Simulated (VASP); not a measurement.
Given:

```
Eu
1.0
   -2.22764     2.22764     2.22764
    2.22764    -2.22764     2.22764
    2.22764     2.22764    -2.22764
Eu
1
Direct
  0.00000   0.00000   0.00000
```

These are PBE GGA with spin-orbit coupling, VASP's PBE PAW potentials (set 64) (plane waves; VASP 6.6.1) values and carry that method's errors. Settings: 400 eV cut-off, 10×10×10 Γ-centred mesh, Gaussian smearing of 0.050 eV, potentials Eu_2.

The 4f electrons are frozen in the core of the lanthanide potential, so 4f levels, which can set the real gap, and their magnetism are missing.

Question: Give the energies of bands 7 to 15 at the high-symmetry points, in eV from the Fermi level.

Answer: 
```csv
band,Γ,H,N,P
7,-3.81,-0.47,-1.13,0.48
8,-3.81,-0.47,-1.13,0.48
9,2.48,-0.47,1.11,0.71
10,2.48,-0.47,1.11,0.71
11,2.48,4.78,1.19,0.71
12,2.48,4.78,1.19,0.71
13,2.62,5.41,4.11,4.28
14,2.62,5.41,4.11,4.28
15,4.23,5.41,4.88,5.00
```

It has no gap at this level: it comes out as a metal or semimetal.

The compound is Eu in the bcc structure. It was relaxed first, which changed the volume by -8 %.
